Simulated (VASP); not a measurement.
# MnO (Manganosite): accuracy against cost in the PAW data sets and SCF threshold, part 3 of 3

How sensitive are energy, pressure and forces of MnO (Manganosite) to the PAW data sets and SCF threshold? The atoms are off their equilibrium sites, so that forces can be compared too. The series runs use PBEsol. The atoms of the start are displaced at random from the sites of a Fm-3m cell.

VASP 6.6.1, plane waves and PAW; the level of theory is named at each step.

Still holding for the runs below: The cell holds one magnetic atom, so no antiferromagnetic order fits into it. The k-mesh is coarse for a metal. Oxides and halides of Mn are often magnetic insulators, and a metal at this level, without U or exact exchange, may be an artefact.

So far. Step 11 (SCF threshold: EDIFF = 0.001): Against the run before the energy moves by -0.09 meV an atom and the pressure by +3.45 GPa, after 11 cycles in 53 s. Step 12 (SCF threshold: EDIFF = 1E-04): Against the run before the energy moves by -0.03 meV an atom and the pressure by +0.80 GPa, after 12 cycles in 61 s.

### Step 13. SCF threshold: EDIFF = 1E-05

Level of this step: PBEsol, spin-polarised from a ferromagnetic start (one magnetic atom a cell); plane waves and PAW (Mn_pv, O) (VASP).

File INCAR:

```
SYSTEM = MnO
PREC = Accurate
ENCUT = 520
EDIFF = 1E-05
NELM = 100
ISMEAR = -1
SIGMA = 0.05
LREAL = .FALSE.
ALGO = Normal
GGA = PS
NBANDS = 16
ISPIN = 2
MAGMOM = 4 0
LMAXMIX = 4
LORBIT = 11
LWAVE = .FALSE.
LCHARG = .FALSE.
KPAR = 2
ISIF = 2
```

File POSCAR:

```
MnO
1.0
    0.0000000000      2.2230000000      2.2230000000
    2.2230000000      0.0000000000      2.2230000000
    2.2230000000      2.2230000000      0.0000000000
Mn O
1 1
Direct
    0.0035340000      0.0098170000      0.0048000000
    0.5129280000      0.4951270000      0.5031250000
```

File KPOINTS:

```
Automatic mesh
0
Gamma
9 9 9
0 0 0
```

PAW data sets: Mn_pv and O (PBE family, release 64).

Run with:

```sh
$ mpirun -np 2 vasp_std
```

Log:

```text
[... set-up lines as in an earlier step ...]
 entering main loop
       N       E                     dE             d eps       ncg     rms          rms(c)
[... 11 cycles as in an earlier step ...]
DAV:  12    -0.172183097092E+02   -0.68861E-04   -0.47166E-05 24280   0.950E-02    0.303E-02
DAV:  13    -0.172183099592E+02   -0.24996E-06   -0.69479E-06 14712   0.265E-02
   1 F= -.17218310E+02 E0= -.17215414E+02  d E =-.579229E-02  mag=     4.7338
```

Wall time 64 s (2 MPI ranks of AMD EPYC 9R45, shared host); peak memory 0.55 GiB.

Parts of OUTCAR (step 13):

```text
  Total       -0.9765999     -1.0023715     -1.0062994      0.0024738      0.0005067     -0.0016568
  in kB      -71.2162122    -73.0955484    -73.3819777      0.1803981      0.0369521     -0.1208212
  external PRESSURE =     -72.5645795 kB  Pullay stress =       0.0000000 kB

 POSITION                                       TOTAL-FORCE (eV/Angst)
 -----------------------------------------------------------------------------------
      0.03249      0.01853      0.02968        -0.128268      0.059974     -0.041185
      2.21911      2.25869      2.24091         0.128268     -0.059974      0.041185
 -----------------------------------------------------------------------------------
    total drift:                               -0.000198      0.000283     -0.000267

  FREE ENERGIE OF THE ION-ELECTRON SYSTEM (eV)
  ---------------------------------------------------
  free  energy   TOTEN  =       -17.2183099592 eV

  energy  without entropy=      -17.2125176656  energy(sigma->0) =      -17.21541381

[... 3 parts as in an earlier step ...]

[... 1 further part left out ...]
[key lines of the parts left out:]
E-fermi :   7.3817
```

Against the run before the energy stays within 0.01 meV an atom; the pressure moves by -0.02 GPa, after 13 cycles in 64 s.

### Step 14. SCF threshold: EDIFF = 1E-06

Changes to INCAR since step 13:

```diff
@@ -3,3 +3,3 @@
 ENCUT = 520
-EDIFF = 1E-05
+EDIFF = 1E-06
 NELM = 100
```

POSCAR is that of step 13.

KPOINTS is that of step 13.

Run with:

```sh
$ mpirun -np 2 vasp_std
```

Log:

```text
[... set-up lines as in an earlier step ...]
 entering main loop
       N       E                     dE             d eps       ncg     rms          rms(c)
[... 13 cycles as in an earlier step ...]
   1 F= -.17218310E+02 E0= -.17215414E+02  d E =-.579229E-02  mag=     4.7338
```

Wall time 66 s (2 MPI ranks); peak memory 0.56 GiB.

From OUTCAR (step 14):

```text
[... 7 parts as in an earlier step ...]

[... 1 further part left out ...]
[key lines of the parts left out:]
E-fermi :   7.3817
```

Against the run before the energy stays within 0.01 meV an atom and the pressure within 0.01 GPa, after 13 cycles in 66 s.

### Step 15. SCF threshold: EDIFF = 1E-08

Changes to INCAR since step 14:

```diff
@@ -3,3 +3,3 @@
 ENCUT = 520
-EDIFF = 1E-06
+EDIFF = 1E-08
 NELM = 100
```

POSCAR is that of step 14.

KPOINTS is that of step 14.

Run with:

```sh
$ mpirun -np 2 vasp_std
```

Log:

```text
[... set-up lines as in an earlier step ...]
 entering main loop
       N       E                     dE             d eps       ncg     rms          rms(c)
[... 12 cycles as in an earlier step ...]
DAV:  13    -0.172183099800E+02   -0.25187E-06   -0.72093E-06 24392   0.265E-02    0.287E-02
DAV:  14    -0.172183161877E+02   -0.62077E-05   -0.52770E-06 24680   0.215E-02    0.705E-03
DAV:  15    -0.172183158841E+02    0.30353E-06   -0.62504E-07 25064   0.747E-03    0.220E-03
DAV:  16    -0.172183158603E+02    0.23843E-07   -0.70627E-08 24152   0.246E-03    0.125E-03
DAV:  17    -0.172183158740E+02   -0.13732E-07   -0.70017E-09 14344   0.117E-03    0.791E-04
DAV:  18    -0.172183158656E+02    0.84060E-08   -0.35909E-09 12080   0.636E-04
   1 F= -.17218316E+02 E0= -.17215422E+02  d E =-.578866E-02  mag=     4.7340
```

The job ended after 88 s (2 MPI ranks; peak memory 0.57 GiB; 2.9 min of CPU time).

OUTCAR, selected parts (step 15):

```text
  Total       -0.9827221     -1.0084322     -1.0123530      0.0024421      0.0004643     -0.0016940
  in kB      -71.6626614    -73.5375056    -73.8234197      0.1780815      0.0338548     -0.1235298
  external PRESSURE =     -73.0078622 kB  Pullay stress =       0.0000000 kB

 POSITION                                       TOTAL-FORCE (eV/Angst)
 -----------------------------------------------------------------------------------
      0.03249      0.01853      0.02968        -0.128365      0.060019     -0.041214
      2.21911      2.25869      2.24091         0.128365     -0.060019      0.041214
 -----------------------------------------------------------------------------------
    total drift:                               -0.000531      0.000435     -0.000374

  FREE ENERGIE OF THE ION-ELECTRON SYSTEM (eV)
  ---------------------------------------------------
  free  energy   TOTEN  =       -17.2183158656 eV

  energy  without entropy=      -17.2125272102  energy(sigma->0) =      -17.21542154

[... 3 parts as in an earlier step ...]

[... 1 further part left out ...]
[key lines of the parts left out:]
E-fermi :   7.3832
```

Against the run before the energy stays within 0.01 meV an atom; the pressure moves by -0.05 GPa, after 18 cycles in 88 s.

### Step 16. The SCF threshold series as a table

This step: convergence of PBEsol results with the threshold; plane waves and PAW (VASP 6.6.1).

Derived from the runs above.

Differences are taken from the run with EDIFF = 1E-08. Results of the series, by row:

| setting | status | energy less the reference (meV/atom) | pressure (GPa) | largest force difference (meV/Å) | moment (μB) | SCF cycles | wall time (s) |
| --- | --- | --- | --- | --- | --- | --- | --- |
| EDIFF = 0.01 | converged | 0.1298 | -11.48 | 0.044 | 4.705 | 10 | 48 |
| EDIFF = 0.001 | converged | 0.03644 | -8.03 | 0.532 | 4.749 | 11 | 53 |
| EDIFF = 1E-04 | converged | 0.00377 | -7.233 | 0.108 | 4.733 | 12 | 61 |
| EDIFF = 1E-05 | converged | 0.003865 | -7.256 | 0.097 | 4.731 | 13 | 64 |
| EDIFF = 1E-06 | converged | 0.00385 | -7.255 | 0.011 | 4.731 | 13 | 66 |
| EDIFF = 1E-08 | converged | 0 | -7.301 | 0 | 4.734 | 18 | 88 |

### Step 17. Outcome

| Property | Result |
| --- | --- |
| spread of the pressure over the PAW data sets | 2.20 GPa |
| SCF threshold from which the energy stays within 10 meV/atom of the reference | EDIFF = 0.01 |
| SCF threshold from which the energy stays within 1 meV/atom of the reference | EDIFF = 0.01 |
| SCF threshold from which the pressure stays within 0.2 GPa of the reference | EDIFF = 1E-04 |
| spread of the pressure over the SCF threshold | 4.24 GPa |
| spread of the energy over the SCF threshold | 0.130 meV/atom |

**Reading.** The choice of data set moves the pressure between -9.44 GPa (semicore 64: Mn_sv O) and -7.23 GPa (hard 64: Mn_pv O_h); the cutoffs differ too (1000, 400, 520 and 540 eV). From EDIFF = 0.01 on, the energy stays within 1 meV an atom of the reference, at 55 % of its time. The pressure holds within 0.2 GPa from EDIFF = 1E-04 on. The loosest stop saves 8 of 18 cycles and costs +0.1 meV an atom, -4.18 GPa. Data sets differ in their zero of energy, so energies are not compared.

[Lines on the potential files, build, host, timing and source positions are cut from VASP's logs without a mark.]

[Logs are printed without paths, hosts, clocks, repeated set-up lines and the standing remarks that a program may print on its own settings, such as how far it seeks lower states.]

[Hosts, paths, dates, database ids (printed as entryN), source tags and the programs' standing remarks are cut or masked in the printed files.]

[A measured line is paired with the nearest computed mode of its activity, which favours agreement.]
